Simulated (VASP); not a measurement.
Consider the following.

```yaml
crystal:
  lattice:
    - [0.00000, 2.83792, 2.83792]
    - [2.83792, 0.00000, 2.83792]
    - [2.83792, 2.83792, 0.00000]
  atoms:
    - { symbol: Ge, position: [0.00000, 0.00000, 0.00000] }
    - { symbol: Ge, position: [0.25000, 0.25000, 0.25000] }
```

The numbers are results of AM05 GGA, VASP's PBE PAW potentials (set 64) (plane waves; VASP), not measurements. Settings: 520 eV cut-off, Gaussian smearing of 0.050 eV, potentials Ge_d.

Problem. Give the energies of bands 12 to 17 at the high-symmetry points, in eV from the Fermi level.

Solution. 
```
band      Γ      X      U      L      W
----  -----  -----  -----  -----  -----
12    -0.05  -8.85  -8.26  -7.55  -8.75
13     0.00  -3.04  -4.29  -1.39  -3.86
14     0.00  -3.04  -2.61  -1.39  -3.86
15     0.00   0.76   1.16   0.15   4.28
16     2.54   0.76   4.06   3.73   4.28
17     2.54   9.42   7.15   3.73   4.71
```

It has no gap at this level: it comes out as a metal or semimetal.

Measured: gap 0.79 eV (computed value off by -0.79 eV), as given by Anna Miglio et al., npj Computational Materials (2020), arXiv:2011.12765 [measured zero-point renormalisation of 52 meV added back].

The compound is Ge in the diamond structure. It was relaxed first.
